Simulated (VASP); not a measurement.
Calculation: PBEsol GGA, VASP's PBE PAW potentials (set 64) (plane waves; VASP).

VASP ran on this input.

POSCAR:
```
BN
4.2260450
  0.3008067916  -0.5210126981   0.0000000000
  0.3008067916   0.5210126981   0.0000000000
  0.0000000000   0.0000000000   0.9999999599
B N
2 2
Cartesian
  0.3008067916  -0.1736712467   0.5002485893
  0.3008067916   0.1736712467   0.0002486094
  0.3008067916  -0.1736712467   0.8747513555
  0.3008067916   0.1736712467   0.3747513756
```

### INCAR
```
LWAVE=.False.
ENCUT=600
LREAL=.False.
PREC=Accurate
ISIF=2   ! forces and stress, cell fixed
EDIFF=1E-7
LASPH=.True.   ! aspherical one-centre terms
ALGO=Normal   ! blocked Davidson
GGA=PS
ISMEAR=0   ! Gaussian
SIGMA=0.05   ! width (eV)
SYSTEM=BN
LCHARG=.False.
NELM=100   ! most electronic steps
```

### KPOINTS
```
Automatic mesh
0
Gamma
10 10 6
0 0 0
```

POTCAR, in this order: B N (PBE.64 set). Program: vasp_std.

Q: What will the output report for the number of irreducible k-points (NKPTS), number of bands (NBANDS), largest plane-wave count, number of space-group operations, FFT grid (NGX, NGY, NGZ)?

A: 
```yaml
number of irreducible k-points (NKPTS): 56
number of bands (NBANDS): 12
largest_plane_wave_count: 803
number_of_space_group_operations: 12
FFT grid (NGX, NGY, NGZ): 20 × 20 × 36
```

The compound is BN in the wurtzite structure, a metastable high-pressure form. This cell was strained or had an atom moved on purpose.
